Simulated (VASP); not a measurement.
Calculation: LDA (Ceperley-Alder, Perdew-Zunger), VASP's LDA PAW potentials (set 64) (plane waves; VASP).

VASP input:

### POSCAR
```
CuI
1
   -0.0000000000     2.9305759412     2.9305759412
    2.9305759412    -0.0000000000     2.9305759412
    2.9305759412     2.9305759412    -0.0000000000
Cu I
1 1
Direct
  0.0000000000   0.0000000000   0.0000000000
  0.2500000000   0.2500000000   0.2500000000
```

### KPOINTS
```
Regular mesh
0
G
  7 7 7
```

**INCAR**
```
SYSTEM = CuI
PREC = Accurate; ENCUT = 400; LREAL = .FALSE.
LASPH = .TRUE.
EDIFF = 1E-8; NELM = 100; ALGO = Normal
LMAXMIX = 4
ISMEAR = 0; SIGMA = 0.05
IBRION = 1; NSW = 30; ISIF = 2
EDIFFG = -0.001
LWAVE = .FALSE.; LCHARG = .FALSE.
```

POTCAR, in this order: Cu I (LDA.64 set). Program: vasp_std.

Unless said otherwise, spin-orbit coupling is left out, though it shifts the bands of the heavy elements here.

Question: What does the run give for the energy per atom (σ→0), band gap (on the k-mesh)?

Answer: 
```json
{
  "energy per atom (σ→0)": "-3.498 eV/atom",
  "band gap (on the k-mesh)": "1.28 eV"
}
```

**OSZICAR**
```
...
DAV:  11    -0.699664521236E+01    0.21077E-03   -0.12696E-03   696   0.129E+00    0.473E-02
DAV:  12    -0.699664864625E+01   -0.34339E-05   -0.17004E-04   756   0.180E-01    0.460E-02
DAV:  13    -0.699664840857E+01    0.23768E-06   -0.19502E-06   819   0.158E-02    0.318E-02
DAV:  14    -0.699664694237E+01    0.14662E-05   -0.30721E-06   785   0.325E-02    0.136E-02
DAV:  15    -0.699664669401E+01    0.24836E-06   -0.59905E-07   805   0.203E-02    0.633E-03
DAV:  16    -0.699664659636E+01    0.97646E-07   -0.31249E-07   739   0.200E-02    0.934E-04
DAV:  17    -0.699664660323E+01   -0.68687E-08   -0.80231E-08   770   0.527E-03
   1 F= -.69966466E+01 E0= -.69966466E+01  d E =-.699665E+01
```

The compound is CuI in the zinc blende structure. It was relaxed first, which changed the volume by -9 %. The start is the result of an earlier pass.
